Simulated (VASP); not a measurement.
Method: PBE GGA, VASP's PBE PAW potentials (set 64) (plane waves; VASP).

Input for VASP

KPOINTS:
```
Automatic mesh
0
Gamma
1 1 1
0 0 0
```

INCAR:
```
! general
SYSTEM  = Ti23O47
PREC    = Normal
ENCUT   = 400
LREAL   = Auto
LASPH   = T   ! aspherical one-centre terms
ISYM    = 0

! electronic loop
EDIFF   = 1E-5
NELM    = 100   ! most electronic steps
NELMIN  = 4
ALGO    = Fast
LMAXMIX = 4   ! l cut-off of mixed one-centre charges

! smearing
ISMEAR  = 0   ! Gaussian
SIGMA   = 0.05   ! width (eV)

! functional
GGA     = PE

! ions
IBRION  = 2   ! conjugate gradients
NSW     = 60   ! most ionic steps
ISIF    = 2   ! forces and stress, cell fixed
EDIFFG  = -0.03

! output
LWAVE   = F
LCHARG  = F
```

**POSCAR**
```
Ti23O47
1.0
  9.3112496639   0.0000000000   0.0000000000
  0.0000000000   9.3112496639   0.0000000000
  0.0000000000   0.0000000000   8.9060270283
Ti O
23 47
Direct
  0.0000000000   0.0000000000   0.0000000000
  0.2500000000   0.2500000000   0.1666670000
  0.0000000000   0.0000000000   0.3333330000
  0.2500000000   0.2500000000   0.5000000000
  0.0000000000   0.0000000000   0.6666670000
  0.2500000000   0.2500000000   0.8333330000
  0.0000000000   0.5000000000   0.0000000000
  0.2500000000   0.7500000000   0.1666670000
  0.0000000000   0.5000000000   0.3333330000
  0.2500000000   0.7500000000   0.5000000000
  0.0000000000   0.5000000000   0.6666670000
  0.2500000000   0.7500000000   0.8333330000
  0.5000000000   0.0000000000   0.0000000000
  0.7500000000   0.2500000000   0.1666670000
  0.5000000000   0.0000000000   0.3333330000
  0.7500000000   0.2500000000   0.5000000000
  0.5000000000   0.0000000000   0.6666670000
  0.7500000000   0.2500000000   0.8333330000
  0.4982530000   0.4995550000   0.9955450000
  0.7500000000   0.7500000000   0.1666670000
  0.7500000000   0.7500000000   0.5000000000
  0.5010550000   0.4953990000   0.6696360000
  0.7500000000   0.7500000000   0.8333330000
  0.1525000000   0.1525000000   0.0000000000
  0.4025000000   0.0975000000   0.1666670000
  0.0975000000   0.4025000000   0.1666670000
  0.3475000000   0.3475000000   0.0000000000
  0.1525000000   0.1525000000   0.3333330000
  0.4025000000   0.0975000000   0.5000000000
  0.0975000000   0.4025000000   0.5000000000
  0.3456460000   0.3431140000   0.3298240000
  0.1525000000   0.1525000000   0.6666670000
  0.4025000000   0.0975000000   0.8333330000
  0.0975000000   0.4025000000   0.8333330000
  0.3475000000   0.3475000000   0.6666670000
  0.1525000000   0.6525000000   0.0000000000
  0.0975000000   0.9025000000   0.1666670000
  0.3475000000   0.8475000000   0.0000000000
  0.1525000000   0.6525000000   0.3333330000
  0.4034200000   0.5944540000   0.5032260000
  0.0975000000   0.9025000000   0.5000000000
  0.3475000000   0.8475000000   0.3333330000
  0.1525000000   0.6525000000   0.6666670000
  0.4025000000   0.5975000000   0.8333330000
  0.0975000000   0.9025000000   0.8333330000
  0.3475000000   0.8475000000   0.6666670000
  0.6525000000   0.1525000000   0.0000000000
  0.9025000000   0.0975000000   0.1666670000
  0.5957960000   0.3985840000   0.1624850000
  0.8475000000   0.3475000000   0.0000000000
  0.6525000000   0.1525000000   0.3333330000
  0.9025000000   0.0975000000   0.5000000000
  0.6004660000   0.4077780000   0.4951220000
  0.8475000000   0.3475000000   0.3333330000
  0.6525000000   0.1525000000   0.6666670000
  0.9025000000   0.0975000000   0.8333330000
  0.5975000000   0.4025000000   0.8333330000
  0.8475000000   0.3475000000   0.6666670000
  0.6525000000   0.6525000000   0.0000000000
  0.9025000000   0.5975000000   0.1666670000
  0.5975000000   0.9025000000   0.1666670000
  0.8475000000   0.8475000000   0.0000000000
  0.6571800000   0.6533930000   0.3303330000
  0.9025000000   0.5975000000   0.5000000000
  0.5975000000   0.9025000000   0.5000000000
  0.8475000000   0.8475000000   0.3333330000
  0.6525000000   0.6525000000   0.6666670000
  0.9025000000   0.5975000000   0.8333330000
  0.5975000000   0.9025000000   0.8333330000
  0.8475000000   0.8475000000   0.6666670000
```

POTCAR, in this order: Ti O (PBE.64 set). Program: vasp_gam.

At this cut-off the stress carries a Pulay error, which pulls relaxed volumes low. The supercell is sampled at Γ alone, which is coarse: total energies, pressure and levels can be off, energies of defects by several tenths of an eV.

Task: What does the run give for the energy per atom (σ→0)?

Result: 
energy per atom (σ→0): -8.704 eV/atom

File OSZICAR:
```
...
       N       E                     dE             d eps       ncg     rms          rms(c)
DAV:   1    -0.609290998403E+03    0.24406E-03   -0.41722E-01   464   0.160E+00    0.157E-01
RMM:   2    -0.609291630076E+03   -0.63167E-03   -0.99498E-03   448   0.297E-01    0.181E-01
RMM:   3    -0.609291804803E+03   -0.17473E-03   -0.24265E-03   487   0.130E-01    0.924E-02
RMM:   4    -0.609291745618E+03    0.59185E-04   -0.48187E-04   480   0.573E-02    0.722E-02
RMM:   5    -0.609291716156E+03    0.29462E-04   -0.13320E-04   451   0.361E-02    0.281E-02
RMM:   6    -0.609291716426E+03   -0.26967E-06   -0.55779E-05   410   0.189E-02
  34 F= -.60929172E+03 E0= -.60929172E+03  d E =-.474030E-03
```

The cell is a supercell with a defect, built from TiO2 (rutile): vac_Ti-vac_O. The run is not spin-polarised, so no state with unpaired spins was tried.
